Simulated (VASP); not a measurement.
# Y: cell size and functional

How much does the relaxed cell of Y depend on the functional? The starting structure is a measured crystal structure from the Crystallography Open Database.

Main program and level: VASP 6.6.1; Kohn-Sham DFT with plane waves and PAW; PBEsol, r2SCAN, PBE and LDA.

### 1. Starting point

The structure is hexagonal, space group P6_3/mmc (No. 194). Conventional cell: a = 3.663 Å, b = 3.663 Å, c = 5.815 Å, α = 90.00°, β = 90.00°, γ = 120.00°. Nearest to Y lie 12 Y at 3.60 to 3.66 Å.

### 2. Relaxation with PBEsol

PBEsol restores the gradient expansion of exchange and is tuned for the cells of solids. This run starts from the cell of an earlier relaxation, which isn't shown; the restart sets up the plane waves anew.

The input, INCAR:

```
SYSTEM = Y
PREC = Accurate
ENCUT = 520
EDIFF = 1E-07
NELM = 100
ISMEAR = 1
SIGMA = 0.15
LREAL = .FALSE.
ALGO = Normal
GGA = PS
NBANDS = 17
LASPH = .TRUE.
LORBIT = 11
LWAVE = .FALSE.
LCHARG = .FALSE.
KPAR = 4
IBRION = 2
NSW = 50
ISIF = 3
EDIFFG = -0.005
```

The input, POSCAR:

```
Y
1.0
    3.5958943323      0.0000000000      0.0000000000
   -1.7979471662      3.1141358411      0.0000000000
    0.0000000000      0.0000000000      5.5688393516
Y
2
Direct
    0.6666666667      0.3333333333      0.7500000000
    0.3333333333      0.6666666667      0.2500000000
```

The input, KPOINTS:

```
Automatic mesh
0
Gamma
16 16 8
0 0 0
```

PAW data sets: Y_sv (PBE family, release 64).

On the command line:

```
$ mpirun -np 4 vasp_std
```

What it wrote:

```text
[banner, memory and clock lines left out]
running    4 mpi-ranks, on    1 nodes
 distrk:  each k-point on    1 cores,    4 groups
 distr:  one band on    1 cores,    1 groups

 POSCAR found type information on POSCAR Y
 POSCAR found :  1 types and       2 ions
|                                                                             |
|               ----> ADVICE to this user running VASP <----                  |
|                                                                             |
|     You enforced a specific xc type in the INCAR file but a different       |
|     [... a line on the potential file left out ...]
|     I HOPE YOU KNOW WHAT YOU ARE DOING!                                     |
|                                                                             |

 LDA part: xc-table for (Slater+PW92), standard interpolation
 POSCAR, INCAR and KPOINTS ok, starting setup
 FFT: planning ... GRIDC
 FFT: planning ... GRID_SOFT
 FFT: planning ... GRID
 WAVECAR not read
 entering main loop
       N       E                     dE             d eps       ncg     rms          rms(c)
DAV:   1     0.862325729464E+02    0.86233E+02   -0.11560E+04  5100   0.124E+03
DAV:   2    -0.683272938954E+01   -0.93065E+02   -0.91693E+02  6386   0.266E+02
DAV:   3    -0.138962537771E+02   -0.70635E+01   -0.70114E+01  9119   0.443E+01
DAV:   4    -0.140692857561E+02   -0.17303E+00   -0.17285E+00  6125   0.717E+00
DAV:   5    -0.140734864000E+02   -0.42006E-02   -0.42001E-02  7685   0.849E-01    0.342E+01
DAV:   6    -0.137138475760E+02    0.35964E+00   -0.44919E-01  5468   0.428E+00    0.212E+01
DAV:   7    -0.136538576624E+02    0.59990E-01   -0.87728E-01  6890   0.544E+00    0.181E+00
DAV:   8    -0.136409715685E+02    0.12886E-01   -0.15216E-01  6384   0.238E+00    0.747E-01
DAV:   9    -0.136405383302E+02    0.43324E-03   -0.45952E-03  7214   0.438E-01    0.299E-01
DAV:  10    -0.136405773239E+02   -0.38994E-04   -0.10789E-03  5990   0.296E-01    0.147E-01
DAV:  11    -0.136405691098E+02    0.82142E-05   -0.63858E-05  7912   0.651E-02    0.448E-02
DAV:  12    -0.136405656871E+02    0.34226E-05   -0.12051E-05  6129   0.294E-02    0.250E-02
DAV:  13    -0.136405664779E+02   -0.79077E-06   -0.33809E-06  5729   0.177E-02    0.215E-03
DAV:  14    -0.136405666066E+02   -0.12866E-06   -0.15929E-07  5277   0.232E-03    0.935E-04
DAV:  15    -0.136405665242E+02    0.82332E-07   -0.30191E-08  3430   0.127E-03
   1 F= -.13640567E+02 E0= -.13641759E+02  d E =-.136406E+02
 curvature:   0.00 expect dE= 0.000E+00 dE for cont linesearch  0.000E+00
 trial: gam= 0.00000 g(F)=  0.588E-47 g(S)=  0.364E-05 ort = 0.000E+00 (trialstep = 0.100E+01)
 search vector abs. value=  0.364E-05
 reached required accuracy - stopping structural energy minimisation
```

Run time: 24 s. Hardware: 4 MPI ranks of Intel Xeon Platinum 8559C (Emerald Rapids), shared host; peak memory 1.1 GiB.

The logs omit lines about the potential files and the build; timing stands in the text.

Parts of OUTCAR (step 2):

```text
ion  position               nearest neighbor table
   1  0.667  0.333  0.750-   2 3.47   2 3.47   2 3.47   2 3.47   2 3.47   2 3.47
   2  0.333  0.667  0.250-   1 3.47   1 3.47   1 3.47   1 3.47   1 3.47   1 3.47

  LATTYP: Found a hexagonal cell.
 ALAT       =     3.5958943323
 C/A-ratio  =     1.5486660166

 Subroutine GETGRP returns: Found 24 space group operations
 (whereof 12 operations were pure point group operations)

The static configuration has the point symmetry D_3d.
 The point group associated with its full space group is D_6h.

 Found    150 irreducible k-points:

   k-points           NKPTS =    150   k-points in BZ     NKDIM =    150   number of bands    NBANDS=     17

   dimension x,y,z NGX =    28 NGY =   28 NGZ =   42
   dimension x,y,z NGXF=    56 NGYF=   56 NGZF=   84

   ENCUT  =  520.0 eV  38.22 Ry    6.18 a.u.   6.69  6.69 10.35*2*pi/ulx,y,z

   NELECT =      22.0000    total number of electrons

 k-points in reciprocal lattice and weights: Automatic mesh
   0.00000000  0.00000000  0.00000000       0.000
   0.06250000 -0.00000000  0.00000000       0.003
   0.12500000 -0.00000000  0.00000000       0.003
   0.18750000 -0.00000000  0.00000000       0.003
   0.25000000 -0.00000000  0.00000000       0.003
   0.31250000  0.00000000  0.00000000       0.003
   0.37500000 -0.00000000  0.00000000       0.003
   0.43750000 -0.00000000  0.00000000       0.003
   0.50000000 -0.00000000  0.00000000       0.001
[...]
0.37500000  0.25000000  0.50000000       0.003
   0.31250000  0.31250000  0.50000000       0.003

 average (electrostatic) potential at core
       1 -37.1672       2 -37.1672

 E-fermi :   3.1316

 k-point     1 :       0.0000    0.0000    0.0000
  band No.  band energies     occupation
    ...
      6     -19.0293      2.00000
      7     -19.0293      2.00000
      8     -18.9783      2.00000
      9      -1.6437      2.00000
     10       1.2022      2.00000
     11       4.2950     -0.00000
     12       4.8977     -0.00000
     13       4.8977     -0.00000
     14       5.3369     -0.00000
     15       5.5707     -0.00000
    ...

 k-point     2 :       0.0625   -0.0000    0.0000
  band No.  band energies     occupation
    ...
      6     -19.0468      2.00000
      7     -19.0312      2.00000
      8     -18.9825      2.00000
      9      -1.5557      2.00000
     10       1.2841      2.00000
     11       4.1880     -0.00000
     12       4.6608     -0.00000
     13       4.9793     -0.00000
     14       5.4648     -0.00000
     15       5.5230     -0.00000
    ...

 k-point     3 :       0.1250   -0.0000    0.0000
  band No.  band energies     occupation
    ...
      6     -19.0960      2.00000
      7     -19.0369      2.00000
      8     -18.9950      2.00000
      9      -1.2988      2.00000
     10       1.5146      2.00000
     11       3.9015     -0.00000
     12       4.2445     -0.00000
     13       5.2207     -0.00000
     14       5.2218     -0.00000
     15       5.5851     -0.00000
    ...

  Total        0.0068611      0.0068611      0.0075363     -0.0000000     -0.0000000      0.0000000
  in kB        0.1762779      0.1762779      0.1936248     -0.0000000     -0.0000000      0.0000000
  external PRESSURE =       0.1820602 kB  Pullay stress =       0.0000000 kB

  energy-cutoff  :      520.00
  volume of cell :       62.36
      direct lattice vectors                 reciprocal lattice vectors
     3.595894332  0.000000000  0.000000000     0.278094935  0.160558185  0.000000000
    -1.797947166  3.114135841  0.000000000     0.000000000  0.321116371  0.000000000
     0.000000000  0.000000000  5.568839352     0.000000000  0.000000000  0.179570632

 POSITION                                       TOTAL-FORCE (eV/Angst)
 -----------------------------------------------------------------------------------
      1.79795      1.03805      4.17663         0.000000     -0.000000      0.000000
     -0.00000      2.07609      1.39221        -0.000000      0.000000      0.000000
 -----------------------------------------------------------------------------------
    total drift:                                0.000000     -0.000000      0.000000

  FREE ENERGIE OF THE ION-ELECTRON SYSTEM (eV)
  ---------------------------------------------------
  free  energy   TOTEN  =       -13.6405665242 eV

  energy  without entropy=      -13.6441429126  energy(sigma->0) =      -13.64175865

 reached required accuracy - stopping structural energy minimisation

 total charge
# of ion       s       p       d       f       tot
--------------------------------------------------
    1        2.291   6.234   0.967   0.008   9.500
    2        2.291   6.234   0.967   0.008   9.500
--------------------------------------------------
tot          4.582  12.467   1.935   0.015  19.000

[... 3 further parts left out ...]
```

CONTCAR:

```
Y
   1.00000000000000
     3.5958943322999999    0.0000000000000000    0.0000000000000000
    -1.7979471661999999    3.1141358411000000    0.0000000000000000
     0.0000000000000000    0.0000000000000000    5.5688393516000003
  Y
     2
Direct
     0.6666666667000030    0.3333333332999970    0.7500000000000000
     0.3333333332999970    0.6666666667000030    0.2500000000000000
```

The PAW data sets were made with PBE, which is usual practice but a small mismatch for other functionals. The run keeps the 24 symmetry operations of its start, so it cannot find a distortion of lower symmetry.

With PBEsol the relaxed cell holds 31.180 Å³ an atom, -7.71 % against the measured cell, with a = 3.596 Å and c = 5.569 Å.

### 3. Relaxation with r2SCAN

r2SCAN adds the kinetic-energy density, costs more than a GGA and is run with LASPH. This run starts from the cell of an earlier relaxation, which isn't shown; the restart sets up the plane waves anew.

INCAR: that of step 2 with these lines changed.

```diff
@@ -9,5 +9,5 @@
 ALGO = Normal
-GGA = PS
+METAGGA = R2SCAN
+LASPH = .TRUE.
 NBANDS = 17
-LASPH = .TRUE.
 LORBIT = 11
```

The input, POSCAR:

```
Y
1.0
    3.6839667757      0.0000000000      0.0000000000
   -1.8419833878      3.1904088144      0.0000000000
    0.0000000000      0.0000000000      5.6918453029
Y
2
Direct
    0.6666666667      0.3333333333      0.7500000000
    0.3333333333      0.6666666667      0.2500000000
```

KPOINTS is that of step 2.

On the command line:

```
$ mpirun -np 4 vasp_std
```

What it wrote:

```text
[banner, memory and clock lines left out]
running    4 mpi-ranks, on    1 nodes
[...]
[... a notice as in an earlier step ...]

 LDA part: xc-table for (None), standard interpolation
 POSCAR, INCAR and KPOINTS ok, starting setup
[...]
entering main loop
       N       E                     dE             d eps       ncg     rms          rms(c)
DAV:   1     0.579418673957E+02    0.57942E+02   -0.11744E+04  5108   0.126E+03
DAV:   2    -0.386075396692E+02   -0.96549E+02   -0.95224E+02  6286   0.274E+02
DAV:   3    -0.477110385179E+02   -0.91035E+01   -0.90299E+01  9652   0.468E+01
DAV:   4    -0.479413780347E+02   -0.23034E+00   -0.23013E+00  5933   0.850E+00
[...]
DAV:  14    -0.405424829762E+02   -0.18335E-06   -0.64868E-08  4522   0.202E-03    0.111E-03
DAV:  15    -0.405424828581E+02    0.11805E-06   -0.25559E-08  3709   0.124E-03    0.435E-04
DAV:  16    -0.405424828769E+02   -0.18820E-07   -0.32530E-09  3516   0.411E-04
   1 F= -.40542483E+02 E0= -.40542624E+02  d E =-.405425E+02
[...]
reached required accuracy - stopping structural energy minimisation
```

It took 84 s on 4 MPI ranks; peak memory 1.2 GiB; 5.5 min of CPU time.

OUTCAR, selected parts (step 3):

```text
  Total        0.0005492      0.0005492      0.0022967      0.0000000      0.0000000     -0.0000000
  in kB        0.0131535      0.0131535      0.0550052      0.0000000      0.0000000     -0.0000000
  external PRESSURE =       0.0271040 kB  Pullay stress =       0.0000000 kB

 POSITION                                       TOTAL-FORCE (eV/Angst)
 -----------------------------------------------------------------------------------
      1.84198      1.06347      4.26888         0.000000     -0.000000      0.000000
     -0.00000      2.12694      1.42296        -0.000000      0.000000      0.000000
 -----------------------------------------------------------------------------------
    total drift:                               -0.000000      0.000000     -0.000000

  FREE ENERGIE OF THE ION-ELECTRON SYSTEM (eV)
  ---------------------------------------------------
  free  energy   TOTEN  =       -40.5424828769 eV

  energy  without entropy=      -40.5429061033  energy(sigma->0) =      -40.54262395

[... 2 parts as in an earlier step ...]

[... 2 further parts left out ...]
[key lines of the parts left out:]
E-fermi :   2.9391
```

With r2SCAN the relaxed cell holds 33.449 Å³ an atom, -0.99 % against the measured cell, with a = 3.684 Å and c = 5.692 Å. That is +7.28 % from PBEsol.

### 4. Relaxation with PBE

PBE, the usual starting point, adds the gradient of the density. This run starts from the cell of an earlier relaxation, which isn't shown; the restart sets up the plane waves anew.

INCAR: that of step 3 with these lines changed.

```diff
@@ -9,5 +9,5 @@
 ALGO = Normal
-METAGGA = R2SCAN
+GGA = PE
+NBANDS = 17
 LASPH = .TRUE.
-NBANDS = 17
 LORBIT = 11
```

The input, POSCAR:

```
Y
1.0
    3.6538534205      0.0000000000      0.0000000000
   -1.8269267103      3.1643298839      0.0000000000
    0.0000000000      0.0000000000      5.6619365250
Y
2
Direct
    0.6666666667      0.3333333333      0.7500000000
    0.3333333333      0.6666666667      0.2500000000
```

KPOINTS is that of step 3.

On the command line:

```
$ mpirun -np 4 vasp_std
```

What it wrote:

```text
[banner, memory and clock lines left out]
running    4 mpi-ranks, on    1 nodes
[...]
LDA part: xc-table for (Slater+PW92), standard interpolation
 POSCAR, INCAR and KPOINTS ok, starting setup
[...]
entering main loop
       N       E                     dE             d eps       ncg     rms          rms(c)
DAV:   1     0.873255878963E+02    0.87326E+02   -0.11405E+04  5100   0.122E+03
DAV:   2    -0.591445666689E+01   -0.93240E+02   -0.91879E+02  6392   0.268E+02
DAV:   3    -0.130850566562E+02   -0.71706E+01   -0.71001E+01  9191   0.443E+01
DAV:   4    -0.132565213514E+02   -0.17146E+00   -0.17135E+00  6204   0.727E+00
[...]
DAV:  13    -0.128671321900E+02   -0.17365E-05   -0.35652E-06  6511   0.162E-02    0.333E-03
DAV:  14    -0.128671323349E+02   -0.14497E-06   -0.10578E-07  5054   0.270E-03    0.377E-04
DAV:  15    -0.128671323272E+02    0.76884E-08   -0.15237E-08  3650   0.872E-04
   1 F= -.12867132E+02 E0= -.12868008E+02  d E =-.128671E+02
[...]
reached required accuracy - stopping structural energy minimisation
```

Wall time 26 s (4 MPI ranks); peak memory 1.1 GiB; 96 s of CPU time.

From OUTCAR (step 4):

```text
  Total        0.0042376      0.0042376      0.0032871     -0.0000000      0.0000000     -0.0000000
  in kB        0.1037119      0.1037119      0.0804508     -0.0000000      0.0000000     -0.0000000
  external PRESSURE =       0.0959582 kB  Pullay stress =       0.0000000 kB

 POSITION                                       TOTAL-FORCE (eV/Angst)
 -----------------------------------------------------------------------------------
      1.82693      1.05478      4.24645        -0.000000      0.000000      0.000000
     -0.00000      2.10955      1.41548         0.000000     -0.000000      0.000000
 -----------------------------------------------------------------------------------
    total drift:                                0.000000     -0.000000      0.000000

  FREE ENERGIE OF THE ION-ELECTRON SYSTEM (eV)
  ---------------------------------------------------
  free  energy   TOTEN  =       -12.8671323272 eV

  energy  without entropy=      -12.8697578923  energy(sigma->0) =      -12.86800752

[... 2 parts as in an earlier step ...]

[... 2 further parts left out ...]
[key lines of the parts left out:]
E-fermi :   3.0097
```

With PBE the relaxed cell holds 32.732 Å³ an atom, -3.12 % against the measured cell, with a = 3.654 Å and c = 5.662 Å. That is +4.98 % from PBEsol.

### 5. Relaxation with LDA

LDA, the lowest rung, knows the local density alone. This run starts from the cell of an earlier relaxation, which isn't shown; the restart sets up the plane waves anew.

INCAR: that of step 4 with these lines changed.

```diff
@@ -9,3 +9,3 @@
 ALGO = Normal
-GGA = PE
+GGA = CA
 NBANDS = 17
```

The input, POSCAR:

```
Y
1.0
    3.5396718211      0.0000000000      0.0000000000
   -1.7698359105      3.0654457181      0.0000000000
    0.0000000000      0.0000000000      5.4962376333
Y
2
Direct
    0.6666666667      0.3333333333      0.7500000000
    0.3333333333      0.6666666667      0.2500000000
```

KPOINTS is that of step 4.

Potentials, in the order of the species: Y_sv (LDA family, release 64).

On the command line:

```
$ mpirun -np 4 vasp_std
```

What it wrote:

```text
[banner, memory and clock lines left out]
running    4 mpi-ranks, on    1 nodes
[...]
LDA part: xc-table for (Slater(with rela. corr.)+CA(PZ))
 , standard interpolation
 POSCAR, INCAR and KPOINTS ok, starting setup
[...]
entering main loop
       N       E                     dE             d eps       ncg     rms          rms(c)
DAV:   1     0.878883771978E+02    0.87888E+02   -0.11507E+04  5100   0.124E+03
DAV:   2    -0.712887146252E+01   -0.95017E+02   -0.93719E+02  6405   0.270E+02
DAV:   3    -0.140951881062E+02   -0.69663E+01   -0.69031E+01  9116   0.446E+01
DAV:   4    -0.142600214880E+02   -0.16483E+00   -0.16476E+00  6143   0.704E+00
[...]
DAV:  12    -0.138945446939E+02    0.64009E-06   -0.55554E-06  6075   0.195E-02    0.101E-02
DAV:  13    -0.138945445826E+02    0.11129E-06   -0.31147E-07  5696   0.468E-03    0.804E-04
DAV:  14    -0.138945445861E+02   -0.34547E-08   -0.14283E-08  3740   0.984E-04
   1 F= -.13894545E+02 E0= -.13895723E+02  d E =-.138945E+02
[...]
reached required accuracy - stopping structural energy minimisation
```

It took 20 s on 4 MPI ranks; peak memory 1.1 GiB.

From OUTCAR (step 5):

```text
  Total       -0.0009700     -0.0009700     -0.0053082     -0.0000000      0.0000000     -0.0000000
  in kB       -0.0260599     -0.0260599     -0.1426043     -0.0000000      0.0000000     -0.0000000
  external PRESSURE =      -0.0649080 kB  Pullay stress =       0.0000000 kB

 POSITION                                       TOTAL-FORCE (eV/Angst)
 -----------------------------------------------------------------------------------
      1.76984      1.02182      4.12218         0.000000      0.000000      0.000000
     -0.00000      2.04363      1.37406        -0.000000     -0.000000      0.000000
 -----------------------------------------------------------------------------------
    total drift:                               -0.000000      0.000000     -0.000000

  FREE ENERGIE OF THE ION-ELECTRON SYSTEM (eV)
  ---------------------------------------------------
  free  energy   TOTEN  =       -13.8945445861 eV

  energy  without entropy=      -13.8980793079  energy(sigma->0) =      -13.89572283

[... 2 parts as in an earlier step ...]

[... 2 further parts left out ...]
[key lines of the parts left out:]
E-fermi :   3.3188
```

With LDA the relaxed cell holds 29.819 Å³ an atom, -11.74 % against the measured cell, with a = 3.540 Å and c = 5.496 Å. That is -4.37 % from PBEsol.

### 6. All runs side by side

| level | volume (Å³/atom) | against the measured cell (%) | a (Å) | c (Å) | pressure left (GPa) | core minutes |
| --- | --- | --- | --- | --- | --- | --- |
| PBEsol | 31.18 | -7.71 | 3.5959 | 5.5688 | 0.02 | 9.4 |
| r2SCAN | 33.449 | -0.99 | 3.684 | 5.6918 | 0.0 | 29.5 |
| PBE | 32.732 | -3.12 | 3.6539 | 5.6619 | 0.01 | 9.33 |
| LDA | 29.819 | -11.74 | 3.5397 | 5.4962 | -0.01 | 10.3 |

Core minutes are wall time times ranks, summed over the relaxations behind a row (those for a bulk modulus apart), on shared hosts.

### 7. Summary of results

```json
{
  "volume, PBEsol": "31.18 Å³/atom",
  "volume, r2SCAN": "33.45 Å³/atom",
  "volume, PBE": "32.73 Å³/atom",
  "volume, LDA": "29.82 Å³/atom"
}
```

What this shows: Across 4 levels the volume of Y spans 12.2 %, from 29.82 Å³ an atom (LDA) to 33.45 Å³ (r2SCAN). Against the measured volume of the starting structure, r2SCAN comes nearest (-1.0 %) and LDA lies farthest (-11.7 %). The measured cell holds zero-point expansion and, unless it was taken cold, thermal expansion, which the runs lack, so small differences decide nothing. All runs keep the symmetry of the start, so they can't find a distortion of lower symmetry.

[Lines on the potential files, build, host, timing and source positions are cut from VASP's logs without a mark.]

[Logs are printed without paths, hosts, clocks, repeated set-up lines and the standing remarks that a program may print on its own settings, such as how far it seeks lower states.]

[Hosts, paths, dates, database ids (printed as entryN), source tags and the programs' standing remarks are cut or masked in the printed files.]
